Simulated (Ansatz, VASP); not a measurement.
# Cross-check of ZnS between VASP and Ansatz

Wanted: the spread between two codes on one cell, functional and k mesh. The cell is taken from a series of runs on this material, whose earlier steps may have relaxed, scaled, displaced or heated it; both programs get it as it stands.

Main program and level: Ansatz 0.2.0; plane waves, with VASP 6.6.1 beside it; dielectric response at r2SCAN.

## 1. Starting point

The structure is cubic, space group F-43m (No. 216). The conventional cell has a = 5.404 Å, b = 5.404 Å, c = 5.404 Å, α = 90.00°, β = 90.00°, γ = 90.00°. Nearest to Zn lie 4 S at 2.34 Å. S has 4 Zn at 2.34 Å nearest. Farther neighbours and most contacts between anions are not listed.

Coordinates:

```
Zn S
1.0
     0.00000    2.70200    2.70200
     2.70200    0.00000    2.70200
     2.70200    2.70200    0.00000
Zn S
1 1
Direct
  0.75000 0.75000 0.75000
  0.00000 0.00000 0.00000
```

## 2. VASP: dielectric response, r2SCAN

The response to a field tests empty states and converges slowly with the mesh.

Lines of VASP's logs that name or quote its potential files are left out, and so is its time.

File INCAR:

```
SYSTEM = ZnS
PREC = Accurate
ENCUT = 440
EDIFF = 1E-08
NELM = 120
ISMEAR = 0
SIGMA = 0.01
LREAL = .FALSE.
ALGO = Normal
METAGGA = R2SCAN
LASPH = .TRUE.
NBANDS = 15
LORBIT = 11
LWAVE = .FALSE.
LCHARG = .FALSE.
ISIF = 2
LCALCEPS = .TRUE.
LPEAD = .TRUE.
GGA_COMPAT = .FALSE.
EFERMI = MIDGAP
LMIXTAU = .TRUE.
KPAR = 2
```

File POSCAR:

```
ZnS
1.0
    0.0000000000      2.7020000000      2.7020000000
    2.7020000000      0.0000000000      2.7020000000
    2.7020000000      2.7020000000      0.0000000000
Zn S
1 1
Direct
    0.7500000000      0.7500000000      0.7500000000
    0.0000000000      0.0000000000      0.0000000000
```

File KPOINTS:

```
Automatic mesh
0
Gamma
7 7 7
0 0 0
```

Potentials, in the order of the species: Zn and S (PBE family, release 64).

The run is started by

```sh
mpirun -np 2 vasp_std
```

Numbers of over 12 decimals in the logs are rounded to 6 here.

Output:

```text
[banner, memory and clock lines left out]
running    2 mpi-ranks, on    1 nodes
 distrk:  each k-point on    1 cores,    2 groups
 distr:  one band on    1 cores,    1 groups

 POSCAR found type information on POSCAR ZnS
 POSCAR found :  2 types and       2 ions
|                                                                             |
|               ----> ADVICE to this user running VASP <----                  |
|                                                                             |
|     You enforced a specific xc type in the INCAR file but a different       |
|     [... a line on the potential file left out ...]
|     I HOPE YOU KNOW WHAT YOU ARE DOING!                                     |
|                                                                             |

 LDA part: xc-table for (None), standard interpolation
 POSCAR, INCAR and KPOINTS ok, starting setup
 FFT: planning ... GRIDC
 FFT: planning ... GRID_SOFT
 FFT: planning ... GRID
 WAVECAR not read
 entering main loop
       N       E                     dE             d eps       ncg     rms          rms(c)
DAV:   1     0.664434919355E+02    0.66443E+02   -0.81701E+03   600   0.129E+03
DAV:   2    -0.166004668672E+02   -0.83044E+02   -0.78320E+02   712   0.261E+02
DAV:   3    -0.218881945540E+02   -0.52877E+01   -0.52659E+01   733   0.649E+01
DAV:   4    -0.219368739741E+02   -0.48679E-01   -0.48670E-01   761   0.646E+00
DAV:   5    -0.219374053252E+02   -0.53135E-03   -0.53134E-03   747   0.625E-01    0.708E+00
DAV:   6    -0.188452106594E+02    0.30922E+01   -0.17657E+00   656   0.421E+01    0.656E+00
DAV:   7    -0.187836429887E+02    0.61568E-01   -0.57271E-01   628   0.141E+01    0.344E+00
DAV:   8    -0.188393415301E+02   -0.55699E-01   -0.12740E-01   600   0.441E+00    0.153E+00
DAV:   9    -0.188254087028E+02    0.13933E-01   -0.12552E-01   600   0.348E+00    0.384E-01
DAV:  10    -0.188527286138E+02   -0.27320E-01   -0.46860E-02   600   0.204E+00    0.157E-01
DAV:  11    -0.188619359537E+02   -0.92073E-02   -0.38367E-03   628   0.702E-01    0.578E-02
DAV:  12    -0.188474223703E+02    0.14514E-01   -0.46283E-03   600   0.764E-01    0.103E-01
DAV:  13    -0.188620884804E+02   -0.14666E-01   -0.33122E-03   600   0.584E-01    0.199E-02
DAV:  14    -0.188621849287E+02   -0.96448E-04   -0.69088E-05   740   0.837E-02    0.909E-03
DAV:  15    -0.188621867608E+02   -0.18320E-05   -0.19777E-06   698   0.155E-02    0.725E-03
DAV:  16    -0.188621884743E+02   -0.17135E-05   -0.15291E-06   705   0.241E-02    0.441E-03
DAV:  17    -0.188621897707E+02   -0.12964E-05   -0.10145E-06   628   0.118E-02    0.276E-03
DAV:  18    -0.188621891592E+02    0.61156E-06   -0.11569E-07   684   0.577E-03    0.190E-03
DAV:  19    -0.188621897090E+02   -0.54979E-06   -0.27274E-08   683   0.195E-03    0.886E-04
DAV:  20    -0.188621892159E+02    0.49305E-06   -0.47280E-08   628   0.259E-03    0.443E-04
DAV:  21    -0.188621894861E+02   -0.27020E-06   -0.22968E-09   370   0.655E-04    0.166E-04
DAV:  22    -0.188621894625E+02    0.23602E-07   -0.11636E-09   328   0.436E-04    0.578E-05
DAV:  23    -0.188621895443E+02   -0.81792E-07   -0.32944E-10   335   0.436E-04    0.409E-05
DAV:  24    -0.188621895439E+02    0.36221E-09   -0.29743E-10   335   0.189E-04
       N       E                     dE             d eps       ncg     rms          rms(c)
SDA:   1    -0.188621884237E+02   -0.18862E+02   -0.10826E-09  1500   0.271E-09   0.000E+00
DMP:   2    -0.188621884176E+02    0.61118E-08   -0.57395E-10  1500   0.937E-10   0.130E-09
 final diagonalization occupied
 p_tot=( -0.135E+02 -0.135E+02 -0.135E+02 )
       N       E                     dE             d eps       ncg     rms          rms(c)
 p_tot=( -0.135E+02 -0.135E+02 -0.135E+02 )
dp_tot=(  0.000E+00  0.000E+00  0.000E+00 )  diag[e(oo)]=(  1.00000    ---      ---   )
SDA:   1    -0.188892452862E+02   -0.27057E-01   -0.31959E-04  1500   0.799E-04   0.000E+00
 p_tot=( -0.135E+02 -0.135E+02 -0.135E+02 )
dp_tot=(  0.320E-02  0.784E-06  0.791E-06 )  diag[e(oo)]=(  2.46582    ---      ---   )
DMP:   2    -0.188892699559E+02   -0.24670E-04   -0.19997E-04  1500   0.274E-04   0.435E-04
 p_tot=( -0.135E+02 -0.135E+02 -0.135E+02 )
dp_tot=(  0.659E-02  0.163E-05  0.164E-05 )  diag[e(oo)]=(  4.02474    ---      ---   )
DMP:   3    -0.188892829351E+02   -0.12979E-04   -0.72043E-05  1500   0.103E-04   0.149E-04
 p_tot=( -0.135E+02 -0.135E+02 -0.135E+02 )
dp_tot=(  0.870E-02  0.217E-05  0.219E-05 )  diag[e(oo)]=(  4.99029    ---      ---   )
DMP:   4    -0.188892875466E+02   -0.46115E-05   -0.41007E-05  1500   0.763E-05   0.504E-05
 p_tot=( -0.135E+02 -0.135E+02 -0.135E+02 )
dp_tot=(  0.949E-02  0.239E-05  0.241E-05 )  diag[e(oo)]=(  5.35100    ---      ---   )
DMP:   5    -0.188892903908E+02   -0.28442E-05   -0.22465E-05  1500   0.356E-05   0.396E-05
 p_tot=( -0.135E+02 -0.135E+02 -0.135E+02 )
dp_tot=(  0.958E-02  0.243E-05  0.245E-05 )  diag[e(oo)]=(  5.39235    ---      ---   )
DMP:   6    -0.188892918131E+02   -0.14223E-05   -0.88398E-06  1500   0.144E-05   0.149E-05
 p_tot=( -0.135E+02 -0.135E+02 -0.135E+02 )
dp_tot=(  0.952E-02  0.242E-05  0.244E-05 )  diag[e(oo)]=(  5.36431    ---      ---   )
DMP:   7    -0.188892923272E+02   -0.51413E-06   -0.41210E-06  1500   0.845E-06   0.356E-06
 p_tot=( -0.135E+02 -0.135E+02 -0.135E+02 )
[...]
DMP:   3    -0.188892829971E+02   -0.12979E-04   -0.72043E-05  1500   0.103E-04   0.149E-04
 p_tot=( -0.135E+02 -0.135E+02 -0.135E+02 )
dp_tot=(  0.204E-05  0.870E-02  0.205E-05 )  diag[e(oo)]=(    ---    4.99028    ---   )
DMP:   4    -0.188892876063E+02   -0.46092E-05   -0.41007E-05  1500   0.763E-05   0.504E-05
 p_tot=( -0.135E+02 -0.135E+02 -0.135E+02 )
dp_tot=(  0.227E-05  0.949E-02  0.227E-05 )  diag[e(oo)]=(    ---    5.35099    ---   )
DMP:   5    -0.188892904483E+02   -0.28420E-05   -0.22465E-05  1500   0.356E-05   0.396E-05
 p_tot=( -0.135E+02 -0.135E+02 -0.135E+02 )
dp_tot=(  0.230E-05  0.958E-02  0.230E-05 )  diag[e(oo)]=(    ---    5.39234    ---   )
DMP:   6    -0.188892918701E+02   -0.14218E-05   -0.88399E-06  1500   0.144E-05   0.149E-05
 p_tot=( -0.135E+02 -0.135E+02 -0.135E+02 )
dp_tot=(  0.227E-05  0.952E-02  0.227E-05 )  diag[e(oo)]=(    ---    5.36430    ---   )
DMP:   7    -0.188892923848E+02   -0.51467E-06   -0.41211E-06  1500   0.845E-06   0.356E-06
 p_tot=( -0.135E+02 -0.135E+02 -0.135E+02 )
dp_tot=(  0.227E-05  0.952E-02  0.227E-05 )  diag[e(oo)]=(    ---    5.36615    ---   )
DMP:   8    -0.188892926311E+02   -0.24634E-06   -0.21812E-06  1500   0.443E-06   0.197E-06
 p_tot=( -0.135E+02 -0.135E+02 -0.135E+02 )
dp_tot=(  0.228E-05  0.958E-02  0.228E-05 )  diag[e(oo)]=(    ---    5.39177    ---   )
DMP:   9    -0.188892927564E+02   -0.12535E-06   -0.98777E-07  1500   0.207E-06   0.778E-07
 p_tot=( -0.135E+02 -0.135E+02 -0.135E+02 )
dp_tot=(  0.229E-05  0.962E-02  0.229E-05 )  diag[e(oo)]=(    ---    5.41041    ---   )
DMP:  10    -0.188892928095E+02   -0.53022E-07   -0.49947E-07  1500   0.116E-06   0.171E-07
 p_tot=( -0.135E+02 -0.135E+02 -0.135E+02 )
dp_tot=(  0.229E-05  0.961E-02  0.229E-05 )  diag[e(oo)]=(    ---    5.40961    ---   )
DMP:  11    -0.188892928377E+02   -0.28208E-07   -0.31382E-07  1500   0.688E-07   0.187E-07
 p_tot=( -0.135E+02 -0.135E+02 -0.135E+02 )
dp_tot=(  0.228E-05  0.959E-02  0.228E-05 )  diag[e(oo)]=(    ---    5.39623    ---   )
DMP:  12    -0.188892928571E+02   -0.19473E-07   -0.19089E-07  1500   0.368E-07   0.210E-07
 p_tot=( -0.135E+02 -0.135E+02 -0.135E+02 )
dp_tot=(  0.227E-05  0.955E-02  0.227E-05 )  diag[e(oo)]=(    ---    5.38162    ---   )
DMP:  13    -0.188892928695E+02   -0.12352E-07   -0.10257E-07  1500   0.183E-07   0.140E-07
 p_tot=( -0.135E+02 -0.135E+02 -0.135E+02 )
dp_tot=(  0.226E-05  0.953E-02  0.226E-05 )  diag[e(oo)]=(    ---    5.37188    ---   )
DMP:  14    -0.188892928762E+02   -0.67414E-08   -0.53203E-08  1500   0.950E-08   0.733E-08
 final diagonalization full
 p_tot=( -0.135E+02 -0.135E+02 -0.135E+02 )
dp_tot=(  0.226E-05  0.952E-02  0.226E-05 )  diag[e(oo)]=(    ---    5.36703    ---   )
       N       E                     dE             d eps       ncg     rms          rms(c)
SDA:   1    -0.188621881983E+02    0.27105E-01   -0.13925E-09  1500   0.348E-09   0.000E+00
DMP:   2    -0.188621881924E+02    0.59422E-08   -0.52139E-10  1500   0.907E-10   0.104E-09
 final diagonalization occupied
 p_tot=( -0.135E+02 -0.135E+02 -0.135E+02 )
       N       E                     dE             d eps       ncg     rms          rms(c)
 p_tot=( -0.135E+02 -0.135E+02 -0.135E+02 )
dp_tot=(  0.000E+00  0.000E+00  0.000E+00 )  diag[e(oo)]=(    ---      ---    1.00000 )
SDA:   1    -0.188892450480E+02   -0.27057E-01   -0.31959E-04  1500   0.799E-04   0.000E+00
 p_tot=( -0.135E+02 -0.135E+02 -0.135E+02 )
dp_tot=(  0.656E-06  0.682E-06  0.320E-02 )  diag[e(oo)]=(    ---      ---    2.46580 )
DMP:   2    -0.188892697353E+02   -0.24687E-04   -0.19997E-04  1500   0.274E-04   0.435E-04
 p_tot=( -0.135E+02 -0.135E+02 -0.135E+02 )
dp_tot=(  0.142E-05  0.147E-05  0.659E-02 )  diag[e(oo)]=(    ---      ---    4.02471 )
DMP:   3    -0.188892827142E+02   -0.12979E-04   -0.72042E-05  1500   0.103E-04   0.149E-04
 p_tot=( -0.135E+02 -0.135E+02 -0.135E+02 )
dp_tot=(  0.193E-05  0.199E-05  0.870E-02 )  diag[e(oo)]=(    ---      ---    4.99025 )
DMP:   4    -0.188892873231E+02   -0.46089E-05   -0.41007E-05  1500   0.763E-05   0.504E-05
 p_tot=( -0.135E+02 -0.135E+02 -0.135E+02 )
dp_tot=(  0.213E-05  0.219E-05  0.949E-02 )  diag[e(oo)]=(    ---      ---    5.35096 )
DMP:   5    -0.188892901645E+02   -0.28414E-05   -0.22464E-05  1500   0.356E-05   0.396E-05
 p_tot=( -0.135E+02 -0.135E+02 -0.135E+02 )
dp_tot=(  0.217E-05  0.222E-05  0.958E-02 )  diag[e(oo)]=(    ---      ---    5.39231 )
DMP:   6    -0.188892915865E+02   -0.14220E-05   -0.88398E-06  1500   0.144E-05   0.149E-05
 p_tot=( -0.135E+02 -0.135E+02 -0.135E+02 )
dp_tot=(  0.216E-05  0.220E-05  0.952E-02 )  diag[e(oo)]=(    ---      ---    5.36427 )
DMP:   7    -0.188892921014E+02   -0.51497E-06   -0.41211E-06  1500   0.845E-06   0.356E-06
 p_tot=( -0.135E+02 -0.135E+02 -0.135E+02 )
dp_tot=(  0.216E-05  0.220E-05  0.952E-02 )  diag[e(oo)]=(    ---      ---    5.36613 )
DMP:   8    -0.188892923478E+02   -0.24634E-06   -0.21812E-06  1500   0.443E-06   0.197E-06
 p_tot=( -0.135E+02 -0.135E+02 -0.135E+02 )
dp_tot=(  0.218E-05  0.222E-05  0.958E-02 )  diag[e(oo)]=(    ---      ---    5.39175 )
DMP:   9    -0.188892924732E+02   -0.12540E-06   -0.98776E-07  1500   0.207E-06   0.778E-07
 p_tot=( -0.135E+02 -0.135E+02 -0.135E+02 )
dp_tot=(  0.219E-05  0.223E-05  0.962E-02 )  diag[e(oo)]=(    ---      ---    5.41038 )
DMP:  10    -0.188892925262E+02   -0.53028E-07   -0.49946E-07  1500   0.116E-06   0.171E-07
 p_tot=( -0.135E+02 -0.135E+02 -0.135E+02 )
dp_tot=(  0.219E-05  0.223E-05  0.961E-02 )  diag[e(oo)]=(    ---      ---    5.40959 )
DMP:  11    -0.188892925544E+02   -0.28170E-07   -0.31382E-07  1500   0.688E-07   0.187E-07
 p_tot=( -0.135E+02 -0.135E+02 -0.135E+02 )
dp_tot=(  0.218E-05  0.221E-05  0.959E-02 )  diag[e(oo)]=(    ---      ---    5.39620 )
DMP:  12    -0.188892925738E+02   -0.19438E-07   -0.19088E-07  1500   0.368E-07   0.210E-07
 p_tot=( -0.135E+02 -0.135E+02 -0.135E+02 )
dp_tot=(  0.216E-05  0.220E-05  0.955E-02 )  diag[e(oo)]=(    ---      ---    5.38160 )
DMP:  13    -0.188892925862E+02   -0.12345E-07   -0.10257E-07  1500   0.183E-07   0.140E-07
 p_tot=( -0.135E+02 -0.135E+02 -0.135E+02 )
dp_tot=(  0.216E-05  0.220E-05  0.953E-02 )  diag[e(oo)]=(    ---      ---    5.37186 )
DMP:  14    -0.188892925929E+02   -0.66948E-08   -0.53203E-08  1500   0.950E-08   0.733E-08
 final diagonalization full
 p_tot=( -0.135E+02 -0.135E+02 -0.135E+02 )
dp_tot=(  0.215E-05  0.219E-05  0.952E-02 )  diag[e(oo)]=(    ---      ---    5.36701 )
   1 F= -.18889293E+02 E0= -.18889293E+02  d E =0.000000E+00
```

From OUTCAR (step 2):

```text
ion  position               nearest neighbor table
   1  0.750  0.750  0.750-   2 2.34   2 2.34   2 2.34   2 2.34
   2  0.000  0.000  0.000-   1 2.34   1 2.34   1 2.34   1 2.34

  LATTYP: Found a face centered cubic cell.
 ALAT       =     5.4040000000

 Subroutine GETGRP returns: Found 24 space group operations
 (whereof 24 operations were pure point group operations)

The static configuration has the point symmetry T_d .

 Found     20 irreducible k-points:

   k-points           NKPTS =     20   k-points in BZ     NKDIM =     20   number of bands    NBANDS=     15

   dimension x,y,z NGX =    28 NGY =   28 NGZ =   28
   dimension x,y,z NGXF=    56 NGYF=   56 NGZF=   56

   ENCUT  =  440.0 eV  32.34 Ry    5.69 a.u.   6.54  6.54  6.54*2*pi/ulx,y,z

   NELECT =      18.0000    total number of electrons

 k-points in reciprocal lattice and weights: Automatic mesh
   0.00000000  0.00000000  0.00000000       0.003
   0.14285714  0.00000000  0.00000000       0.023
   0.28571429  0.00000000  0.00000000       0.023
   0.42857143  0.00000000  0.00000000       0.023
   0.14285714  0.14285714  0.00000000       0.017
   0.28571429  0.14285714  0.00000000       0.070
   0.42857143  0.14285714  0.00000000       0.070
  -0.42857143  0.14285714  0.00000000       0.070
  -0.28571429  0.14285714  0.00000000       0.070
[...]
-0.42857143  0.42857143  0.14285714       0.070
  -0.28571429  0.42857143  0.14285714       0.070

 average (electrostatic) potential at core
       1 -41.7798       2 -91.6019

            Ionic dipole moment: p[ion]=(   -16.21200   -16.21200   -16.21200 ) |e| Angst

 Total electronic dipole moment: p[elc]=(     2.70569     2.70569     2.71521 ) |e| Angst

 MACROSCOPIC STATIC DIELECTRIC TENSOR (including local field effects)
 ------------------------------------------------------
           5.367027    -0.000000    -0.000000
          -0.000000     5.367027    -0.000000
          -0.000000    -0.000000     5.367027
 ------------------------------------------------------

 PIEZOELECTRIC TENSOR (including local field effects) (C/m^2)
          XX          YY          ZZ          XY          YZ          ZX
  --------------------------------------------------------------------------------
  x    -0.00000     0.00000     0.00000     0.00000    -0.66359    -0.00000
  y     0.00000    -0.00000     0.00000     0.00000    -0.00000    -0.66359
  z     0.00000     0.00000    -0.00000    -0.66359    -0.00000    -0.00000

 BORN EFFECTIVE CHARGES (including local field effects) (in |e|, cummulative output)
 ---------------------------------------------------------------------------------
 ion    1
    1     2.00220    -0.00000    -0.00000
    2    -0.00000     2.00220     0.00000
    3     0.00000     0.00000     2.00220
 ion    2
    1    -2.00220     0.00000     0.00000
    2     0.00000    -2.00220     0.00000
    3     0.00000     0.00000    -2.00220

  Total       -0.1849591     -0.1849591     -0.1849591      0.0000000      0.0000000      0.0000000
  in kB       -7.5110428     -7.5110428     -7.5110428      0.0000000      0.0000000      0.0000000
  external PRESSURE =      -7.5110428 kB  Pullay stress =       0.0000000 kB

  energy-cutoff  :      440.00
  volume of cell :       39.45
      direct lattice vectors                 reciprocal lattice vectors
     0.000000000  2.702000000  2.702000000    -0.185048113  0.185048113  0.185048113
     2.702000000  0.000000000  2.702000000     0.185048113 -0.185048113  0.185048113
     2.702000000  2.702000000  0.000000000     0.185048113  0.185048113 -0.185048113

 POSITION                                       TOTAL-FORCE (eV/Angst)
 -----------------------------------------------------------------------------------
      4.05300      4.05300      4.05300         0.000000      0.000000      0.000000
      0.00000      0.00000      0.00000        -0.000000     -0.000000     -0.000000
 -----------------------------------------------------------------------------------
    total drift:                               -0.000000     -0.000000     -0.000000
```

(Part 1 of 2 ends here.)

[Lines on the potential files, build, host, timing and source positions are cut from VASP's logs without a mark.]

[Logs are printed without paths, hosts, clocks, repeated set-up lines and the standing remarks that a program may print on its own settings, such as how far it seeks lower states.]

[Hosts, paths, dates, database ids (printed as entryN), source tags and the programs' standing remarks are cut or masked in the printed files.]
